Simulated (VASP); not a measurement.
Given:

```
HfSi2
1.0
    1.81874    -7.17247     0.00000
    1.81874     7.17247     0.00000
    0.00000     0.00000     3.63583
Si Hf
4 2
Cartesian
  1.81874  -0.78716   0.90896
  1.81874   0.78716   2.72687
  1.81874   3.58850   0.90896
  1.81874  -3.58850   2.72687
  1.81874  -5.67012   0.90896
  1.81874   5.67012   2.72687
```

Calculation: PBE GGA with D3 dispersion (Becke-Johnson damping), VASP's PBE PAW potentials (set 64) (plane waves; VASP). Numerical set-up: 400 eV cut-off, 10×10×10 Γ-centred mesh, tetrahedra with Blöchl corrections, potentials Si Hf_pv.

Unless said otherwise, spin-orbit coupling is left out, though it shifts the bands of the heavy elements here.

Predict the energy per atom (σ→0), band gap (on the k-mesh) with the smallest direct gap where there is one.

```
Item                                                        Result
------------------------  ----------------------------------------
band gap (on the k-mesh)  none (metal, semimetal or under 0.01 eV)
energy per atom (σ→0)                               -7.952 eV/atom
```

Only differences to runs with the same potentials and settings are physical.

The structure comes from a measured HfSi2 entry (Cmcm) of the Crystallography Open Database, whose conditions weren't checked. It was relaxed first.
